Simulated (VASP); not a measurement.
Given:

```xyz
2
Lattice="1.4594 -2.5277 0.0000 1.4594 2.5277 0.0000 0.0000 0.0000 4.6266" Properties=species:S:1:pos:R:3 pbc="T T T"
Ti     1.4594     0.8426     1.1567
Ti     1.4594    -0.8426     3.4700
```

Calculation: PBE GGA with D4 dispersion, VASP's PBE PAW potentials (set 64) (plane waves; VASP). Run with 520 eV cut-off, Gaussian smearing of 0.050 eV, potentials Ti_sv.

**Question.** Give the energies of bands 9 to 15 at the high-symmetry points, in eV from the Fermi level.

**Answer.** 
```
band      Γ      M      K      A      L      H
----  -----  -----  -----  -----  -----  -----
9     -6.28  -2.39  -1.76  -4.39  -2.61  -1.29
10    -2.76  -2.23  -1.43  -4.39  -2.61  -1.29
11     0.76  -1.92  -1.43   0.06  -0.86  -1.12
12     0.76  -0.63  -1.33   0.06  -0.86  -1.12
13     0.79   0.46   0.21   0.67   1.35  -0.23
14     0.87   0.62   0.21   0.67   1.35  -0.23
15     1.27   1.17   1.51   0.67   1.74   1.68
```

It has no gap at this level: it comes out as a metal or semimetal.

The compound is Ti in the hcp structure. It was relaxed first.
